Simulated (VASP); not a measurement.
# MgH8Cl2O4 in VASP: further runs

The runs below take MgH8Cl2O4 through single point, with PBE+D3(BJ).

Everything below comes from runs of VASP 6.6.1. Logs are shortened: lines on timing, memory, paths and dates and some standing lists are left out, and cuts for length are marked.

## (1) Starting point

The cell holds a amorphous, 15 atoms: a = 5.511 Å, b = 5.511 Å, c = 5.511 Å, α = 90.00°, β = 90.00°, γ = 90.00°.

The cell was built by a generator and needn't be a form met in nature.

## (2) Single point, PBE+D3(BJ)

INCAR

```
PREC = Accurate
ENCUT = 520
EDIFF = 1E-7
ISMEAR = -1
SIGMA = 0.02
LREAL = Auto
LASPH = T
NELM = 100
ALGO = Normal
ISIF = 2
LWAVE = F
LCHARG = F
GGA = PE
IVDW = 12
NBANDS = 37
```

KPOINTS

```
Automatic mesh
0
Gamma
  1 1 1
```

POSCAR

```
MgH8Cl2O4
1.0
    5.5112720000      0.0000000000      0.0000000000
    0.0000000000      5.5112720000      0.0000000000
    0.0000000000      0.0000000000      5.5112720000
O H Mg Cl
4 8 1 2
Direct
    0.3231740331      0.9535548236      0.2339387350
    0.0465772693      0.7480668710      0.7502260821
    0.8419653394      0.1440502301      1.1090724609
    0.7901805609      0.5484214896      0.4055325159
    0.3744870513      0.8147302474      0.1256515737
    0.3584834862      0.8837342813      0.3827247140
    0.1024445899      0.8788533754      0.6472190086
    0.1944923060      0.6529527122      0.7612398735
    1.0024001719      0.0701290011      1.1421138351
    0.7825416710      0.1082327274      0.9433938300
    0.8680391750      0.6052867650      0.5523770193
    0.8450136375      0.6390357798      0.2690667418
    0.5650238275      0.2432287864      0.2939611763
    0.5528124905      0.0349465604      0.6610633625
    0.4707261772      0.5315651269      0.9662197765
```

Potentials or basis: VASP PAW PBE potentials, release 64 (O, H, Mg, Cl).

The run is started by

```console
> cat potpaw_PBE.64/O/POTCAR potpaw_PBE.64/H/POTCAR potpaw_PBE.64/Mg/POTCAR potpaw_PBE.64/Cl/POTCAR > POTCAR
> mpirun -np 1 vasp_gam > vasp.out
```

OUTCAR:

```text
PREC = Accurate
   ENCUT = 520
   EDIFF = 1E-7
   ISMEAR = -1
   LREAL = Auto
   LASPH = T
   NELM = 100
   ISIF = 2
   GGA = PE
   IVDW = 12
 IVDW          = 12

 ion  position               nearest neighbor table
   1  0.323  0.954  0.234-   6 0.93   5 1.01  13 2.11
   2  0.047  0.748  0.750-   7 0.97   8 0.97
   3  0.842  0.144  0.109-  10 0.99   9 0.99  13 1.91
   4  0.790  0.548  0.406-  12 0.95  11 0.97  13 2.18
   5  0.374  0.815  0.126-   1 1.01
   6  0.358  0.884  0.383-   1 0.93
   7  0.102  0.879  0.647-   2 0.97
   8  0.194  0.653  0.761-   2 0.97
   9  0.002  0.070  0.142-   3 0.99
  10  0.783  0.108  0.943-   3 0.99
  11  0.868  0.605  0.552-   4 0.97
  12  0.845  0.639  0.269-   4 0.95
  13  0.565  0.243  0.294-   3 1.91   1 2.11   4 2.18  14 2.33  15 2.46
  14  0.553  0.035  0.661-  13 2.33
  15  0.471  0.532  0.966-  13 2.46

  LATTYP: Found a simple cubic cell.
 ALAT       =     5.5112720000

  Lattice vectors:

 A1 = (   5.5112720000,   0.0000000000,   0.0000000000)
 A2 = (   0.0000000000,   5.5112720000,   0.0000000000)
 A3 = (   0.0000000000,   0.0000000000,   5.5112720000)

Analysis of symmetry for initial positions (statically):
=====================================================================
 Subroutine PRICEL returns:
 Original cell was already a primitive cell.

 Routine SETGRP: Setting up the symmetry group for a
 simple cubic supercell.

 Subroutine GETGRP returns: Found  1 space group operations
 (whereof  1 operations were pure point group operations)
 out of a pool of 48 trial point group operations.

The static configuration has the point symmetry C_1 .

Analysis of symmetry for dynamics (positions and initial velocities):
=====================================================================
 Subroutine PRICEL returns:
 Original cell was already a primitive cell.

 Routine SETGRP: Setting up the symmetry group for a
 simple cubic supercell.

 Subroutine GETGRP returns: Found  1 space group operations
 (whereof  1 operations were pure point group operations)
 out of a pool of 48 trial point group operations.

The dynamic configuration has the point symmetry C_1 .

 Subroutine INISYM returns: Found  1 space group operations
 (whereof  1 operations are pure point group operations),
 and found     1 'primitive' translations

----------------------------------------------------------------------------------------

                                     Primitive cell

  volume of cell :     167.4000

  direct lattice vectors                    reciprocal lattice vectors
     5.511272000  0.000000000  0.000000000     0.181446316  0.000000000  0.000000000
     0.000000000  5.511272000  0.000000000     0.000000000  0.181446316  0.000000000
     0.000000000  0.000000000  5.511272000     0.000000000  0.000000000  0.181446316

  length of vectors
     5.511272000  5.511272000  5.511272000     0.181446316  0.181446316  0.181446316

  position of ions in fractional coordinates (direct lattice)
     0.323174033  0.953554824  0.233938735
     0.046577269  0.748066871  0.750226082
     0.841965339  0.144050230  0.109072461
     0.790180561  0.548421490  0.405532516
     0.374487051  0.814730247  0.125651574
     0.358483486  0.883734281  0.382724714
     0.102444590  0.878853375  0.647219009
     0.194492306  0.652952712  0.761239874
     0.002400172  0.070129001  0.142113835
     0.782541671  0.108232727  0.943393830
     0.868039175  0.605286765  0.552377019
     0.845013638  0.639035780  0.269066742
     0.565023827  0.243228786  0.293961176
     0.552812491  0.034946560  0.661063363
     0.470726177  0.531565127  0.966219776

  ion indices of the primitive-cell ions
   primitive index   ion index
                 1           1
                 2           2
                 3           3
                 4           4
                 5           5
                 6           6
                 7           7
                 8           8
                 9           9
                10          10
                11          11
                12          12
                13          13
                14          14
                15          15

----------------------------------------------------------------------------------------

 KPOINTS: Automatic mesh

Automatic generation of k-mesh.
 Grid dimensions read from file:
 generate k-points for:    1    1    1

 Generating k-lattice:

  Cartesian coordinates                     Fractional coordinates (reciprocal lattice)
     0.181446316  0.000000000  0.000000000     1.000000000  0.000000000  0.000000000
     0.000000000  0.181446316  0.000000000     0.000000000  1.000000000  0.000000000
     0.000000000  0.000000000  0.181446316     0.000000000  0.000000000  1.000000000

  Length of vectors
     0.181446316  0.181446316  0.181446316

  Shift w.r.t. Gamma in fractional coordinates (k-lattice)
     0.000000000  0.000000000  0.000000000

 Subroutine IBZKPT returns following result:
 ===========================================

 Found      1 irreducible k-points:

 Following reciprocal coordinates:
            Coordinates               Weight
  0.000000  0.000000  0.000000      1.000000
   k-points           NKPTS =      1   k-points in BZ     NKDIM =      1   number of bands    NBANDS=     37
   number of dos      NEDOS =    301   number of ions     NIONS =     15
   total plane-waves  NPLWV =  74088
   dimension x,y,z NGX =    42 NGY =   42 NGZ =   42
   dimension x,y,z NGXF=    84 NGYF=   84 NGZF=   84
   ions per type =               4   8   1   2
   NGX,Y,Z   is equivalent  to a cutoff of  12.67, 12.67, 12.67 a.u.
   NGXF,Y,Z  is equivalent  to a cutoff of  25.34, 25.34, 25.34 a.u.
 SYSTEM =  unknown system
   PREC   = accura    normal or accurate (medium, high low for compatibility)
   ISTART =      0    job   : 0-new  1-cont  2-samecut
   ICHARG =      2    charge: 1-file 2-atom 10-const
   ISPIN  =      1    spin polarized calculation?
   LNONCOLLINEAR =      F non collinear calculations
   LSORBIT =      F    spin-orbit coupling
   LASPH  =      T    aspherical Exc in radial PAW
   ENCUT  =  520.0 eV  38.22 Ry    6.18 a.u.  10.25 10.25 10.25*2*pi/ulx,y,z
   NELM   =    100;   NELMIN=  2; NELMDL= -5     # of ELM steps
   EDIFF  = 0.1E-06   stopping-criterion for ELM
   LREAL  =      T    real-space projection
   EDIFFG = 0.1E-05   stopping-criterion for IOM
   NSW    =      0    number of steps for IOM
   IBRION =     -1    ionic relax: 0-MD 1-quasi-New 2-CG
   NFREE  =      0    steps in history (QN), initial steepest desc. (CG)
   ISIF   =      2    stress and relaxation
   ISYM   =      2    0-nonsym 1-usesym 2-fastsym
   POTIM  = 0.5000    time-step for ionic-motion
   TEBEG  =    0.0;   TEEND  =   0.0 temperature during run
   PSTRESS=    0.0 pullay stress
   NELECT =      48.0000    total number of electrons
   NUPDOWN=      -1.0000    fix difference up-down
   EMIN   =  10.00;   EMAX   =-10.00  energy-range for DOS
   EFERMI =   0.00;   METHOD = LEGACY
   ISMEAR =    -1;   SIGMA  =   0.02  broadening in eV -4-tet -1-fermi 0-gaus
   EFERMI_NEDOS =   21; number of points for ismear=-14 and -15
   IALGO  =     38    algorithm
   IMIX   =      4    mixing-type and parameters
     AMIX     =   0.40;   BMIX     =  1.00
     AMIX_MAG =   1.60;   BMIX_MAG =  1.00
  volume/ion in A,a.u.               =      11.16        75.31
  Fermi-wavevector in a.u.,A,eV,Ry     =   1.079535  2.040025 15.856173  1.165396
  Thomas-Fermi vector in A             =   2.215503
   LORBIT       =      0    0 simple, 1 ext, 2 COOP (PROOUT), +10 PAW based schemes
   GGA     = PE    functional components
   LHFCALC =     F    Hartree Fock is set to
   AEXX    =    0.0000 exact exchange contribution
   IVDW    =    12    specifies the selected vdW correction
   LEPSILON=     F    determine dielectric tensor
   LRPA    =     F    only Hartree local field effects (RPA)
 non-spin polarized calculation
  energy-cutoff  :      520.00
  volume of cell :      167.40
 maximum number of plane-waves:      2277
 NGX is ok and might be reduce to    42
   NGX = 21   NGY = 21   NGZ = 21

 number of electron      48.0000003 magnetization

 Free energy of the ion-electron system (eV)
  ---------------------------------------------------
  ext. energy  EPLUGINS =         0.00000000
  ---------------------------------------------------
  free energy    TOTEN  =       -68.31289007 eV

  energy without entropy =      -68.31289007  energy(sigma->0) =      -68.31289007

 E-fermi :  -0.5031     XC(G=0):  -7.8557

 val. band max:       -1.0900689903   @ k =   0.0000   0.0000   0.0000
 cond. band min:       3.1661841520   @ k =   0.0000   0.0000   0.0000
 fundamental gap:      4.2562531423
 Fermi energy:        -0.5030940299

 k-point     1 :       0.0000    0.0000    0.0000
  band No.  band energies     occupation
      1     -21.4169      2.00000
      2     -20.7854      2.00000
      3     -20.5931      2.00000
      4     -20.2258      2.00000
      5     -14.0835      2.00000
      6     -13.7765      2.00000
[... 28 lines left out ...]
     35       9.6287      0.00000
     36       9.9775      0.00000
 [bands above 36 left out]

------------------------ aborting loop because EDIFF is reached ----------------------------------------

 Edisp (eV)   -1.10706

 E8    (eV) :    -0.3124

  FORCE on cell =-STRESS in cart. coord.  units (eV):
  Direction    XX          YY          ZZ          XY          YZ          ZX
  --------------------------------------------------------------------------------------
  -------------------------------------------------------------------------------------
  Total       3.04861     3.13377     8.23640    -1.64260     0.74727     1.03115
  in kB      29.17814    29.99312    78.83013   -15.72123     7.15210     9.86912
  external pressure =       46.00 kB  Pullay stress =        0.00 kB

 VOLUME and BASIS-vectors are now :
 -----------------------------------------------------------------------------
  energy-cutoff  :      520.00
  volume of cell :      167.40
      direct lattice vectors                 reciprocal lattice vectors
     5.511272000  0.000000000  0.000000000     0.181446316  0.000000000  0.000000000
     0.000000000  5.511272000  0.000000000     0.000000000  0.181446316  0.000000000
     0.000000000  0.000000000  5.511272000     0.000000000  0.000000000  0.181446316

 POSITION                                       TOTAL-FORCE (eV/Angst)
 -----------------------------------------------------------------------------------
      1.78110      5.25530      1.28930        -1.207416      1.245489     -2.767354
      0.25670      4.12280      4.13470        -0.688101      0.193462     -0.347582
      4.64030      0.79390      0.60113         0.967227     -0.408249     -0.126545
      4.35490      3.02250      2.23500        -1.539629     -1.647061     -0.274741
      2.06390      4.49020      0.69250        -0.059951     -0.122429     -0.730842
      1.97570      4.87050      2.10930         0.573467     -1.007458      3.000597
      0.56460      4.84360      3.56700        -0.124363      0.668581     -0.010718
      1.07190      3.59860      4.19540         0.599116     -0.588910      0.645381
      0.01323      0.38650      0.78323        -0.451933      0.102356     -0.338727
      4.31280      0.59650      5.19930         0.355511     -0.306579     -0.280411
      4.78400      3.33590      3.04430         0.520170      0.607929      1.004153
      4.65710      3.52190      1.48290         0.298816      0.562915     -0.789013
      3.11400      1.34050      1.62010         0.196347      1.013941      0.126209
      3.04670      0.19260      3.64330         0.409913      0.337720      0.581456
      2.59430      2.92960      5.32510         0.150827     -0.651706      0.308138
 -----------------------------------------------------------------------------------
    total drift:                                0.008370     -0.001405      0.003066

  FREE ENERGIE OF THE ION-ELECTRON SYSTEM (eV)
  ---------------------------------------------------
  free  energy   TOTEN  =       -69.4199512890 eV

  energy  without entropy=      -69.4199512890  energy(sigma->0) =      -69.41995129
```

It took 14 s on 1 thread of Intel Xeon Platinum 8488C (Sapphire Rapids), shared host; peak memory 0.24 GiB.

What came out:

| Item | Value |
| --- | --- |
| Free energy | -69.4200 eV |
| Pressure | 4.6 GPa |
| Largest force | 3.266 eV/Å |
| Band gap on the k mesh | 4.26 eV, direct |
| Dispersion energy per atom | -0.074 eV |

Forces on the atoms (eV/Å):
```
O   -1.207  1.245 -2.767
O   -0.688  0.193 -0.348
O    0.967 -0.408 -0.127
O   -1.540 -1.647 -0.275
H   -0.060 -0.122 -0.731
H    0.573 -1.007  3.001
H   -0.124  0.669 -0.011
H    0.599 -0.589  0.645
H   -0.452  0.102 -0.339
H    0.356 -0.307 -0.280
H    0.520  0.608  1.004
H    0.299  0.563 -0.789
Mg   0.196  1.014  0.126
Cl   0.410  0.338  0.581
Cl   0.151 -0.652  0.308
```

Stress tensor (GPa, compression positive):
```
 2.92 -1.57  0.99
-1.57  3.00  0.72
 0.99  0.72  7.88
```

## (3) Single point, PBE+D3(BJ)

INCAR

```
PREC = Accurate ; ENCUT = 520
EDIFF = 1E-7 ; ISMEAR = -1
SIGMA = 0.02 ; LREAL = Auto
LASPH = True ; NELM = 100
ALGO = Normal ; ISIF = 2
LWAVE = False ; LCHARG = True
GGA = PE ; IVDW = 12
LELF = True ; LVHAR = True
NBANDS = 37
```

KPOINTS is that of step 2.

POSCAR

```
MgH8Cl2O4
1.0
    5.5112720000      0.0000000000      0.0000000000
    0.0000000000      5.5112720000      0.0000000000
    0.0000000000      0.0000000000      5.5112720000
O H Mg Cl
4 8 1 2
Direct
    0.3204523384      0.9478211201      0.2366059959
    0.0697661084      0.7064975200      0.7636349649
    0.9007539457      0.1466993464      1.1203765664
    0.7570847528      0.5021708237      0.4767320502
    0.3343511262      0.7918135777      0.1396229400
    0.3817267593      0.8891232369      0.3942828443
    0.1514895291      0.8412214095      0.6810224572
    0.2080826350      0.5992627473      0.7862794651
    1.0319940660      0.1030070735      1.2340163940
    0.8580414830     -0.0064231996      1.0333730580
    0.8476446091      0.5585461941      0.6229959254
    0.8218066537      0.6247378101      0.3804203458
    0.5741505772      0.2208020217      0.2912031923
    0.5501089404      0.0551959693      0.6861029541
    0.5122773835      0.5030961999      1.0056843502
```

Potentials or basis: VASP PAW PBE potentials, release 64 (O, H, Mg, Cl).

The run is started by

```console
> cat potpaw_PBE.64/O/POTCAR potpaw_PBE.64/H/POTCAR potpaw_PBE.64/Mg/POTCAR potpaw_PBE.64/Cl/POTCAR > POTCAR
> mpirun -np 1 vasp_gam > vasp.out
```

Wall time 15 s (1 thread of Intel Xeon Platinum 8488C (Sapphire Rapids), shared host); peak memory 0.24 GiB.

The run converged. Its results:

```yaml
Free_energy: -69.0455 eV
Pressure: 3.7 GPa
Largest_force: 2.841 eV/Å
Band_gap_on_the_k_mesh: 3.80 eV, direct
Dispersion_energy_per_atom: -0.074 eV
```

Forces in eV/Å, atoms in the order of the input:
```
O   -0.044 -0.766  0.143
O   -0.244  0.585 -0.331
O   -0.865 -0.998  0.293
O   -0.332 -1.017  1.259
H    0.199  0.409 -0.349
H   -0.028 -0.012  0.686
H   -0.146  0.269  0.252
H    0.425 -0.585  0.538
H    0.028 -0.205 -0.581
H    0.613  0.646 -0.136
H   -0.255 -0.638  0.657
H    0.448  1.588 -2.312
Mg   0.877  0.457  0.530
Cl   0.004 -0.665 -0.237
Cl  -0.678  0.932 -0.412
```

Stress tensor (GPa, compression positive):
```
 2.64 -1.58  0.77
-1.58  3.58 -2.24
 0.77 -2.24  4.88
```

Levels at points of the mesh, in eV from the valence-band top:
```tsv
k point	band 21	band 22	band 23	band 24	band 25	band 26	band 27	band 28
(0.00, 0.00, 0.00)	-1.25	-1.01	-0.79	0.00	3.80	6.94	7.19	7.77
```

As with any semilocal functional, this PBE gap is likely too small.
